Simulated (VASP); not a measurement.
Data:

```yaml
crystal:
  lattice:
    - [0.00000, 2.58892, 2.58892]
    - [2.58892, 0.00000, 2.58892]
    - [2.58892, 2.58892, 0.00000]
  atoms:
    - { symbol: Mg, position: [0.00000, 0.00000, 0.00000] }
    - { symbol: S, position: [0.50000, 0.50000, 0.50000] }
```

Level of theory: PBEsol GGA, VASP's PBE PAW potentials (set 64) (plane waves; VASP 6.6.1). Run with 400 eV cut-off, Gaussian smearing of 0.050 eV, potentials Mg S.

Problem. Estimate the band gap (along the path) with the smallest direct gap where there is one.

Solution. 
- band gap (along the path): 2.73 eV
- smallest direct gap (along the path): 3.71 eV

The absolute energy has meaning only against runs of the same code, potentials and settings.

The structure was generated: MgS was put into the rock salt type (Fm-3m), which need not be its known phase. It was relaxed first, which changed the volume by -7 %.
